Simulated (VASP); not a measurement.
Set up this calculation in VASP 6.6.1, as the native input.

| Item | Value |
| --- | --- |
| Task | single point |
| Functional | PBE |
| Potentials or basis | VASP PAW PBE potentials, release 64 (Fe, Al, Mg) |
| Cutoff | 520 eV |
| k mesh | 6 × 5 × 5 |
| Occupations | fermi-dirac, width 0.05 eV |
| Spin | collinear spin, ferromagnetic start |
| Starting moments | [3.0, 0.0, 0.0, 0.0, 0.0, 0.0, 0.0, 0.0] μB |
| Further INCAR settings | ALGO = Normal; EDIFF = 1e-07; NBANDS = 26 |

The structure of Mg6AlFe lies in POSCAR:

```
Mg6AlFe
1.0
    4.9023366500      0.0000000000      0.0000000000
    0.0000000000      2.9993981450      5.3201991150
    0.0000000000     -2.9993981450      5.3201991150
Fe Al Mg
1 1 6
Direct
    0.5000000000      0.6782351400      0.6782351400
    0.0000000000      0.8197174800      0.8197174800
    0.5000000000      0.1691669400      0.1691669400
    0.5000000000      0.6704082800      0.1635031600
    0.5000000000      0.1635031600      0.6704082800
    0.0000000000      0.3306851300      0.3306851300
    0.0000000000      0.8269173200      0.3413668600
    0.0000000000      0.3413668600      0.8269173200
```

The cell comes from a database or a generator and needn't be the stable form of this composition.

One way to write it, as run:

INCAR

```
  ALGO = Normal
  EDIFF = 1E-7
  ENCUT = 520
  GGA = PE
  ISIF = 2
  ISMEAR = -1
  ISPIN = 2
  LASPH = True
  LCHARG = False
  LMAXMIX = 4
  LORBIT = 11
  LREAL = False
  LWAVE = False
  MAGMOM = 3 0 0 0 0 0 0 0
  NBANDS = 26
  NELM = 100
  PREC = Accurate
  SIGMA = 0.05
```

KPOINTS

```
k-points
0
Gamma
  6 5 5
```

Potentials or basis: VASP PAW PBE potentials, release 64 (Fe, Al, Mg).

The run is started by

```console
$ cat potpaw_PBE.64/Fe/POTCAR potpaw_PBE.64/Al/POTCAR potpaw_PBE.64/Mg/POTCAR > POTCAR
$ mpirun -np 1 vasp_std > vasp.out
```

Results of the run:

| Quantity | Value |
| --- | --- |
| Pressure | 0.0 GPa |
| Largest force | 0.131 eV/Å |
| Band gap on the k mesh | none (metal or under the smearing width) |
| Net moment | 2.10 μB per cell |
| Site moments | Fe +2.48; Al -0.02; Mg -0.01, +0.01, -0.02 μB |
| Valence electrons inside the program's atomic spheres | Fe 6.79; Al 0.76; Mg 0.38, 0.37 |

Wall time 8.5 min on 1 thread of AMD EPYC 7R43 64-Core Processor (Zen 3), on a shared host, peak memory 0.45 GiB.
